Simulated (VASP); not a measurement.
Write the native input for VASP 6.6.1 that does the following.

| Property | Result |
| --- | --- |
| Task | relaxation of cell and atoms |
| Functional | PBE |
| Potentials or basis | VASP PAW PBE potentials, release 64 (Sn_d, Te, S) |
| Cutoff | 520 eV |
| k mesh | 3 × 3 × 3 |
| Occupations | gaussian, width 0.15 eV |
| Spin | no spin polarisation |
| Further INCAR settings | PREC = Normal; ALGO = Fast; EDIFF = 0.0001; IBRION = 2; EDIFFG = -0.08; NSW = 24; ISIF = 3 |

The structure of SnTeS4 lies in POSCAR:

```
SnTeS4
1.0
    0.0000000000      4.1478913500      4.1478913500
    4.1478913500      0.0000000000      4.1478913500
    4.1478913500      4.1478913500      0.0000000000
Sn Te S
1 1 4
Direct
    0.2500000000      0.2500000000      0.2500000000
    0.0000000000      0.0000000000      0.0000000000
    0.6256379900      0.6256379900      0.6256379900
    0.6256379900      0.6256379900      0.1230860400
    0.6256379900      0.1230860400      0.6256379900
    0.1230860400      0.6256379900      0.6256379900
```

The cell was built by a generator and needn't be a form met in nature.

These files were run (other wordings do the same):

INCAR

```
ALGO     = Fast           # electronic algorithm
EDIFF    = 1E-4           # SCF threshold, eV
EDIFFG   = -0.08          # ionic threshold
ENCUT    = 520            # plane-wave cutoff, eV
GGA      = PE             # functional
IBRION   = 2              # ionic algorithm
ISIF     = 3              # what is computed and relaxed
ISMEAR   = 0              # smearing method
LASPH    = T              # aspherical terms in the spheres
LCHARG   = F              # write CHGCAR
LREAL    = F              # projectors in reciprocal space
LWAVE    = F              # write WAVECAR
NELM     = 60             # most SCF steps
NSW      = 24             # ionic steps
PREC     = Normal         # precision mode
SIGMA    = 0.15           # smearing width, eV
```

KPOINTS

```
k-points
0
Gamma
  3 3 3
```

Potentials or basis: VASP PAW PBE potentials, release 64 (Sn_d, Te, S).

Launch:

```bash
$ cat potpaw_PBE.64/Sn_d/POTCAR potpaw_PBE.64/Te/POTCAR potpaw_PBE.64/S/POTCAR > POTCAR
$ mpirun -np 1 vasp_std > vasp.out
```

Results of the run:

The relaxed volume is 19.85 Å³/atom and the relaxed cell is a = 5.523 Å, b = 5.523 Å, c = 5.523 Å, α = 60.00°, β = 60.00°, γ = 60.00°. The space group after relaxing (to 0.05 Å) is F-43m (No. 216). The energy gained by relaxing is 161.6 meV/atom and the ionic steps are 12. The pressure after relaxing is 0.1 GPa, the largest force after relaxing is 0.030 eV/Å and the band gap on the k mesh is none (metal or under the smearing width).

Caveat: the k mesh is coarse (spacing up to 0.44 Å⁻¹), so the values aren't converged; the volume moved by over 15 % at a fixed basis, so the end points are rough; the relaxation stopped at a loose force limit of 0.08 eV/Å, so its end isn't a converged minimum.

Run time: 58 s on 1 thread of Intel(R) Xeon(R) Platinum 8559C (Emerald Rapids), on a shared host, peak memory 0.21 GiB.
